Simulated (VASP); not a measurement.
A convergence study with VASP on MgTe (zinc blende): one setting is varied, all else stays as given below, so the limit is that of these other settings.

```
MgTe
1.0
    0.00000     3.21000     3.21000
    3.21000     0.00000     3.21000
    3.21000     3.21000     0.00000
Mg Te
1 1
Direct
  0.00000   0.00000   0.00000
  0.25000   0.25000   0.25000
```

Computed with PBE GGA, VASP's PBE PAW potentials (set 64) (plane waves; VASP). The tightest run used: 550 eV cut-off, 16×16×16 Γ-centred mesh, Gaussian smearing of 0.050 eV, potentials Mg Te.

Task: The settings run are 1×1×1 mesh; 2×2×2 mesh; 3×3×3 mesh; 5×5×5 mesh; 6×6×6 mesh; 7×7×7 mesh; 9×9×9 mesh; 10×10×10 mesh; 11×11×11 mesh; 12×12×12 mesh; 13×13×13 mesh; 15×15×15 mesh; 16×16×16 mesh. From which on does the stress (every component) stay within 0.1 GPa of the tightest run?

Result: From 5×5×5 mesh on: it is off by 0.03 there and by no more than 0.1 in any finer run, while 3×3×3 mesh is off by 0.59.
```
setting        E (eV/atom)  pressure (GPa)  irreducible k-points  difference judged (GPa)
-------------  -----------  --------------  --------------------  -----------------------
1×1×1 mesh          1.0143           19.69                     1                    18.17
2×2×2 mesh         -2.7307            4.46                     3                     2.95
3×3×3 mesh         -3.1208            2.10                     4                     0.59
5×5×5 mesh         -3.1923            1.55                    10                     0.03
6×6×6 mesh         -3.1949            1.52                    16                     0.01
7×7×7 mesh         -3.1955            1.52                    20                     0.00
9×9×9 mesh         -3.1957            1.52                    35                     0.00
10×10×10 mesh      -3.1957            1.52                    47                     0.00
11×11×11 mesh      -3.1957            1.52                    56                     0.00
12×12×12 mesh      -3.1957            1.52                    72                     0.00
13×13×13 mesh      -3.1957            1.52                    84                     0.00
15×15×15 mesh      -3.1957            1.52                   120                     0.00
16×16×16 mesh      -3.1957            1.52                   145                     0.00
```

Left out are rungs that failed or repeat a setting and relaxations that didn't move; long series are thinned to 24 rows.

The compound is MgTe in the zinc blende structure, whereas wurtzite is the usual form. The cell was not relaxed at this level.
